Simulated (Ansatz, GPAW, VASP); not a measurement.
**Code comparison for MnO2 (P4_2/mnm, 6 atoms in the cell)**

Self-consistent single point.

```yaml
crystal:
  lattice:
    - [4.33620, 0.00000, 0.00000]
    - [0.00000, 4.33620, 0.00000]
    - [0.00000, 0.00000, 2.82838]
  atoms:
    - { symbol: Mn, position: [0.00000, 0.00000, 0.00000], spin: 3.0 }
    - { symbol: Mn, position: [0.50000, 0.50000, 0.50000], spin: -3.0 }
    - { symbol: O, position: [0.30500, 0.30500, 0.00000] }
    - { symbol: O, position: [0.80500, 0.19500, 0.50000] }
    - { symbol: O, position: [0.19500, 0.80500, 0.50000] }
    - { symbol: O, position: [0.69500, 0.69500, 0.00000] }
```
(The spins are starting values, not results.)

Shared settings, as Ansatz (a program for electronic structure) writes them: kpoints.mp_grid.grid = 3 3 5; scf.occupations.method = fermi_dirac; scf.occupations.width = 0.02 eV. Potentials and cutoffs stand in the table.

```tsv
code	model	pressure (GPa)	largest force (eV/Å)	cutoff
Ansatz	LDA (PW92), default PAW files made with PBE	-6.43	0.252	420 eV
GPAW	LDA (Perdew-Wang 92), GPAW PAW datasets LDA (gpaw-data 1.0.1)	–	0.270	950 eV
VASP	LDA (PZ), VASP's LDA PAW potentials (set 64)	-12.63	0.357	400 eV
```

A dash marks a value that a program does not give, or that is left out as unsure.

On Ansatz's run: the magnetic order is the one reached from the typed start; others were not searched systematically.

The spread over the programs that give each value: pressure within 6.20 GPa; largest force within 0.105 eV/Å.

Ansatz's pressure is given at a fixed set of plane waves, as the other plane-wave codes print theirs; with its correction for the finite basis it is -5.14 GPa (the shift of 1.29 GPa shows how far the cutoff is from converged). The pressure of GPAW is left out: its cutoff lies under the one at which its stress was checked. The same LDA comes in different parametrisations, which differ slightly. In the force vectors, VASP (by 0.087) lies more than 0.08 eV/Å from the median of the plane-wave programs.

The shared mesh is coarse (it stands for a supercell whose shortest vector is 13 Å), so the values are not converged in it.

VASP's run is marked for a possible Pulay error in its stress at this cutoff; no cutoff test was made.

The starting cell has typed, rounded lattice constants, without a prior relaxation at this level. Its lattice was rescaled by a random factor within 2.5 % of one.

Left out of this page: CP2K, Elk and SIESTA (not drawn, or without a comparable value).

Keys are those of Ansatz 0.2.
